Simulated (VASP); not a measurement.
Calculation: PBE GGA, VASP's PBE PAW potentials (set 64) (plane waves; VASP).

A VASP calculation is set up with these files.

KPOINTS:
```
Automatic mesh
0
Gamma
10 10 10
0 0 0
```

### INCAR
```
# general
SYSTEM =AuZn
PREC   =Accurate
ENCUT  =480   # plane-wave cut-off (eV)
LREAL  =F   # projection in real space or not
LASPH  =T

# electronic loop
EDIFF  =1E-7   # SCF stop (eV)
NELM   =100
ALGO   =Normal   # blocked Davidson
LMAXMIX=6   # l cut-off of mixed one-centre charges

# smearing
ISMEAR =1   # Methfessel-Paxton
SIGMA  =0.1   # width (eV)

# functional
GGA    =PE   # PBE

# ions
ISIF   =2   # forces and stress, cell fixed

# output
LWAVE  =F
LCHARG =F
```

**POSCAR**
```
AuZn
1
    3.1830936767     0.0000000000     0.0000000000
    0.0000000000     3.1830936767     0.0000000000
    0.0000000000     0.0000000000     3.1830936767
Zn Au
1 1
Direct
  0.5000000000   0.5000000000   0.5000000000
  0.0000000000   0.0000000000   0.0000000000
```

POTCAR, in this order: Zn Au (PBE.64 set). Program: vasp_std.

Unless said otherwise, spin-orbit coupling is left out, though it shifts the bands of the heavy elements here.

Problem. Estimate the energy per atom (σ→0), band gap (on the k-mesh).

Solution. 
- energy per atom (σ→0) = -2.375 eV/atom
- band gap (on the k-mesh) = none (metal, semimetal or under 0.01 eV)

OSZICAR:
```
...
DAV:   6    -0.478187135646E+01    0.41337E+00   -0.14682E+00  1708   0.144E+01    0.503E+00
DAV:   7    -0.475787486301E+01    0.23996E-01   -0.32880E-02  2259   0.403E+00    0.272E+00
DAV:   8    -0.474970243735E+01    0.81724E-02   -0.10436E-02  1938   0.122E+00    0.150E-01
DAV:   9    -0.474973612509E+01   -0.33688E-04   -0.41733E-04  1842   0.241E-01    0.784E-02
DAV:  10    -0.474974793837E+01   -0.11813E-04   -0.51732E-05  2095   0.137E-01    0.176E-02
DAV:  11    -0.474974777963E+01    0.15874E-06   -0.14990E-05  1946   0.997E-02    0.406E-03
DAV:  12    -0.474974771696E+01    0.62669E-07   -0.36199E-07  1861   0.130E-02
   1 F= -.47497477E+01 E0= -.47496438E+01  d E =-.311710E-03
```

The compound is AuZn in the CsCl type structure. It was relaxed first. The electron count is odd and the run is not spin-polarised, which forces a metal.
